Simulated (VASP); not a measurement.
OSZICAR of a VASP run on Os (hcp):

### OSZICAR
```
       N       E                     dE             d eps       ncg     rms          rms(c)
DAV:   1     0.764691006313E+02    0.76469E+02   -0.60807E+03  2880   0.951E+02
DAV:   2    -0.185485069648E+02   -0.95018E+02   -0.85376E+02  3188   0.350E+02
DAV:   3    -0.240069394236E+02   -0.54584E+01   -0.50225E+01  3524   0.681E+01
DAV:   4    -0.241370828428E+02   -0.13014E+00   -0.12911E+00  3084   0.982E+00
DAV:   5    -0.241387213995E+02   -0.16386E-02   -0.16381E-02  3340   0.959E-01    0.206E+01
DAV:   6    -0.229414462864E+02    0.11973E+01   -0.14624E+00  3096   0.110E+01    0.884E+00
DAV:   7    -0.226273008605E+02    0.31415E+00   -0.87631E-01  3332   0.839E+00    0.394E-01
DAV:   8    -0.226217045316E+02    0.55963E-02   -0.69904E-03  2968   0.658E-01    0.238E-01
DAV:   9    -0.226194127168E+02    0.22918E-02   -0.13247E-03  3108   0.423E-01    0.550E-02
DAV:  10    -0.226194519737E+02   -0.39257E-04   -0.63265E-05  3148   0.806E-02    0.115E-02
DAV:  11    -0.226194214142E+02    0.30559E-04   -0.65891E-06  3008   0.293E-02    0.841E-04
DAV:  12    -0.226194208268E+02    0.58738E-06   -0.12736E-07  1496   0.406E-03
   1 F= -.22619421E+02 E0= -.22618044E+02  d E =-.275406E-02
```

Which electronic solver shows in the log?

It is blocked Davidson (ALGO = Normal, or the opening steps of other solvers). The INCAR had ALGO = Normal.

Can the final energy be trusted as converged?

The run converged. It stopped with EDIFF = 1E-6, NELM = 100 (PBE GGA, plane waves, VASP's PBE PAW potentials (set 64)). The cell is charged, with a uniform compensating background.

The compound is Os in the hcp structure. The cell was not relaxed at this level. The run is one of a series of settings (ISMEAR = 0, NELECT = 15.98, SIGMA = 0.05 against the base run), some of them coarse on purpose.
